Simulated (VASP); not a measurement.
Data:

```
MnO2
1.0
    4.19515     0.00000     0.00000
    0.00000     4.19515     0.00000
    0.00000     0.00000     2.70985
Mn O
2 4
Cartesian
  0.00000   0.00000   0.00000
  2.09758   2.09758   1.35492
  1.25697   1.25697   0.00000
  3.35455   0.84060   1.35492
  0.84060   3.35455   1.35492
  2.93818   2.93818   0.00000
```
Starting moments (μB, in the order of the record's atoms Mn Mn O O O O): 2.1 -2.1 0.0 0.0 0.0 0.0.

Computed with LDA (Ceperley-Alder, Perdew-Zunger), VASP's LDA PAW potentials (set 64) (plane waves; VASP). Run with 620 eV cut-off, 7×7×11 Γ-centred mesh, first-order Methfessel-Paxton smearing of 0.10 eV, potentials Mn_pv O.

Q: Estimate the cell moment, energy per atom (σ→0), pressure, band gap (on the k-mesh) with the smallest direct gap where there is one.

A: 
The band gap (on the k-mesh) comes out as none (metal, semimetal or under 0.01 eV) and the cell moment is 0.00 μB. The energy per atom (σ→0) is -8.812 eV/atom and the pressure is 300.6 kbar.

Q: Give the moment on each site (PAW-sphere projection).

A: 
| site | moment (μB) |
|---|---|
| Mn1 | 1.84 |
| Mn2 | -1.84 |
| O3 | -0.03 |
| O4 | 0.03 |
| O5 | 0.03 |
| O6 | -0.03 |

Total energies compare only between runs with the same potentials, cut-off and functional.

The compound is MnO2 in the rutile structure. It was relaxed first under an external pressure of 30 GPa.
